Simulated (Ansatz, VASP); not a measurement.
Two plane-wave programs on Mg3BeS

```xyz
5
Lattice="4.7892 0.0000 0.0000 0.0000 4.7892 0.0000 0.0000 0.0000 4.7892" Properties=species:S:1:pos:R:3 pbc="T T T"
Mg    0.0000    2.3946    2.3946
Mg    2.3946    0.0000    2.3946
Mg    2.3946    2.3946    0.0000
Be    0.0000    0.0000    0.0000
S     2.3946    2.3946    2.3946
```

Change from the starting cell: species swapped into the Ca3GeN type (Pm-3m, No. 221).

Alike in both runs: task relaxation of cell and atoms; functional PBE; k mesh 8 × 8 × 8; occupations gaussian, width 0.1 eV; no spin polarisation.

|  | VASP | Ansatz |
| --- | --- | --- |
| version | VASP 6.6.1 | Ansatz 0.2.0 |
| potentials or method | VASP PAW PBE potentials, release 64 (Mg, Be, S) | scalar-relativistic, plane waves, PAW |
| plane-wave cutoff (eV) | 600 | 420 |
| valence electrons in the cell | 14 | 38 |

Ansatz gave:

```
gap on the k mesh at the Fermi level, each at its own relaxed structure (eV) : none
relaxed volume (Å³/atom)                                                     : 21.89
relaxed cell length with the largest relative difference (Å)                 : 4.783
```

Question: Estimate VASP's values.

Answer: gap on the k mesh at the Fermi level, each at its own relaxed structure (eV): none; relaxed volume (Å³/atom): 21.86; relaxed cell length with the largest relative difference (Å): 4.781.

A gap of «none» marks a metal or a gap that the smearing closes. The two sets of potentials don't hold the same shells in valence.
